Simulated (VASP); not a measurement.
Data:

```xyz
2
Lattice="0.0000 3.0717 3.0717 3.0717 0.0000 3.0717 3.0717 3.0717 0.0000" Properties=species:S:1:pos:R:3 pbc="T T T"
Hg     0.0000     0.0000     0.0000
Se     1.5358     1.5358     1.5358
```

Level of theory: PBEsol GGA with spin-orbit coupling, VASP's PBE PAW potentials (set 64) (plane waves; VASP). Settings: 400 eV cut-off, 9×9×9 Γ-centred mesh, Gaussian smearing of 0.050 eV, potentials Hg Se.

Task: Give the energies of bands 9 to 22 at the high-symmetry points, in eV from the Fermi level.

Result: 
```csv
band,Γ,X,U,L,W
9,-5.95,-5.84,-5.88,-5.75,-5.98
10,-5.95,-5.84,-5.71,-5.75,-5.73
11,-5.95,-5.45,-5.46,-5.52,-5.60
12,-5.95,-5.45,-5.43,-5.52,-5.27
13,-1.15,-4.95,-5.23,-5.41,-5.22
14,-1.15,-4.95,-5.01,-5.41,-5.07
15,-0.23,-2.31,-2.95,-1.11,-2.85
16,-0.23,-2.31,-2.79,-1.11,-2.60
17,0.00,-2.30,-1.93,-0.93,-2.47
18,0.00,-2.30,-1.86,-0.93,-2.35
19,0.00,2.61,2.71,0.93,3.32
20,0.00,2.61,2.79,0.93,3.52
21,4.47,2.84,4.30,5.76,4.91
22,4.47,2.84,4.30,5.76,5.00
```

It has no gap at this level: it comes out as a metal or semimetal.

The compound is HgSe in the zinc blende structure. It was relaxed first.
